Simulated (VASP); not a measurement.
**Cd4TeO3: relaxation of cell and atoms with PBE**

Crystal: Cd4TeO3.

```
CELL_PARAMETERS angstrom
5.47800 0.00000 0.00000
0.00000 5.47800 0.00000
0.00000 0.00000 5.47800
ATOMIC_POSITIONS crystal
Cd 0.71504 0.71504 0.28496
Cd 0.28496 0.71504 0.71504
Cd 0.28496 0.28496 0.28496
Cd 0.71504 0.28496 0.71504
Te 0.00000 0.00000 0.00000
O 0.50000 0.00000 0.50000
O 0.00000 0.50000 0.50000
O 0.50000 0.50000 0.00000
```

The cell was built by a generator and needn't be a form met in nature.

```json
{"Program": "VASP 6.6.1", "Task": "relaxation of cell and atoms", "Functional": "PBE", "Potentials or basis": "VASP PAW PBE potentials, release 64 (Cd, Te, O)", "Cutoff": "520 eV", "k mesh": "6 × 6 × 6", "Occupations": "gaussian, width 0.1 eV", "Spin": "no spin polarisation", "Further INCAR settings": "ALGO = Normal; EDIFF = 1e-06; IBRION = 2; EDIFFG = -0.01; NSW = 90; ISIF = 3"}
```

```yaml
Relaxed_volume: 20.78 Å³/atom
Relaxed_cell: a = 5.498 Å, b = 5.498 Å, c = 5.498 Å, α = 90.00°, β = 90.00°, γ = 90.00°
Space_group_after_relaxing_to_0.05_Å: P-43m (No. 215)
Energy_gained_by_relaxing: 0.6 meV/atom
Ionic_steps: 5
Pressure_after_relaxing: 0.0 GPa
Largest_force_after_relaxing: 0.006 eV/Å
Band_gap_on_the_k_mesh: none (metal or under the smearing width)
```

Forces in eV/Å, atoms in the order of the input:
```
Cd   0.003  0.003 -0.003
Cd  -0.003  0.003  0.003
Cd  -0.003 -0.003 -0.003
Cd   0.003 -0.003  0.003
Te   0.000  0.000  0.000
O    0.000  0.000  0.000
O    0.000  0.000  0.000
O    0.000  0.000  0.000
```

Step by step:
| step | energy change (eV) | largest force (eV/Å) | pressure (GPa) | volume (Å³) |
| --- | --- | --- | --- | --- |
| 1 | 0.0000 | 0.0121 | 0.81 | 164.39 |
| 2 | -0.0041 | 0.0223 | -0.25 | 166.87 |
| 3 | -0.0047 | 0.0137 | 0.00 | 166.24 |
| 4 | -0.0046 | 0.0132 | 0.01 | 166.20 |
| 5 | -0.0047 | 0.0059 | 0.02 | 166.22 |

Final structure:
```
Cd Te O
1.0
     5.49824    0.00000    0.00000
     0.00000    5.49824    0.00000
     0.00000    0.00000    5.49824
Cd Te O
4 1 3
Direct
  0.71506 0.71506 0.28494
  0.28494 0.71506 0.71506
  0.28494 0.28494 0.28494
  0.71506 0.28494 0.71506
  0.00000 0.00000 0.00000
  0.50000 0.00000 0.50000
  0.00000 0.50000 0.50000
  0.50000 0.50000 0.00000
```

Levels at points of the mesh, in eV from the Fermi level:
```csv
k point,band 34,band 35,band 36,band 37,band 38,band 39
"(0.00, 0.00, 0.00)",-1.05,-0.06,-0.06,-0.06,3.80,3.80
"(0.50, 0.00, 0.00)",-1.40,-0.46,-0.46,1.31,2.66,5.10
"(0.50, 0.50, 0.00)",-1.07,-0.52,-0.52,2.04,3.99,3.99
"(0.50, 0.50, 0.50)",-0.21,-0.21,-0.21,2.18,2.18,2.18
```

It took 2.8 min on 4 MPI ranks on Intel(R) Xeon(R) Platinum 8488C (Sapphire Rapids), on a shared host, peak memory 0.33 GiB a rank.

The run has no spin-orbit coupling, so splittings on Te are missing.
